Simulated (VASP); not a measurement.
Given:

```
HfO2
1.0
    0.00000     2.54152     2.54152
    2.54152     0.00000     2.54152
    2.54152     2.54152     0.00000
Hf O
1 2
Cartesian
  0.00000   0.00000   0.00000
  1.27076   1.27076   1.27076
  3.81227   3.81227   3.81227
```

Computed with r2SCAN meta-GGA, VASP's PBE PAW potentials (set 64) (plane waves; VASP 6.6.1). Numerical set-up: 520 eV cut-off, 9×9×9 Γ-centred mesh, Gaussian smearing of 0.050 eV, potentials Hf_pv O.

Problem. The job: HfO2 (fluorite), 3 atoms, r2SCAN, static run, 520 eV, 9×9×9 Γ-centred mesh. Roughly how much core time does it take on a busy server core?

Solution. About 50 core-seconds (one run on a shared machine, a rough figure). It had 35 irreducible k-points, 15 bands, up to 903 plane waves and 19 electronic steps.

The compound is HfO2 in the fluorite structure, the high-temperature cubic form, which is unstable at 0 K; the monoclinic form is the stable one. This cell is one point of a volume scan, at 1.03 of the reference volume.
